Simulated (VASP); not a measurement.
Data:

```
CELL_PARAMETERS angstrom
      5.74974     0.00000     0.00000
      0.00000     5.74974     0.00000
      0.00000     0.00000     5.74974
ATOMIC_POSITIONS crystal
  Zn 0.00000 0.00000 0.00000
  S  0.23493 0.23493 0.23493
  S  0.76507 0.76507 0.23493
  S  0.76507 0.23493 0.76507
  S  0.23493 0.76507 0.76507
  Hg 0.50000 0.50000 0.00000
  Hg 0.50000 0.00000 0.50000
  Hg 0.00000 0.50000 0.50000
```

Computed with PBEsol GGA, VASP's PBE PAW potentials (set 64) (plane waves; VASP 6.6.1). Run with 400 eV cut-off, 6×6×6 Γ-centred mesh, tetrahedra with Blöchl corrections, potentials Zn S Hg.

The cores are frozen, which limits the accuracy of field gradients.

Question: Give the principal components of the electric field gradient (V/Å²) and the asymmetry η at each nucleus.

Answer: 
| atom | Vxx | Vyy | Vzz | η |
|---|---|---|---|---|
| Zn1 | 0.0 | 0.0 | 0.0 | - |
| S2 | 3.5 | 3.5 | -7.1 | 0.00 |
| S3 | 3.5 | 3.5 | -7.1 | 0.00 |
| S4 | 3.5 | 3.5 | -7.1 | 0.00 |
| S5 | 3.5 | 3.5 | -7.1 | 0.00 |
| Hg6 | -43.0 | -43.0 | 86.0 | 0.00 |
| Hg7 | -43.0 | -43.0 | 86.0 | 0.00 |
| Hg8 | -43.0 | -43.0 | 86.0 | 0.00 |

The structure was generated: Hg3ZnS4 was put into an ordered model structure (P-43m), which need not be its known phase. It was relaxed first.
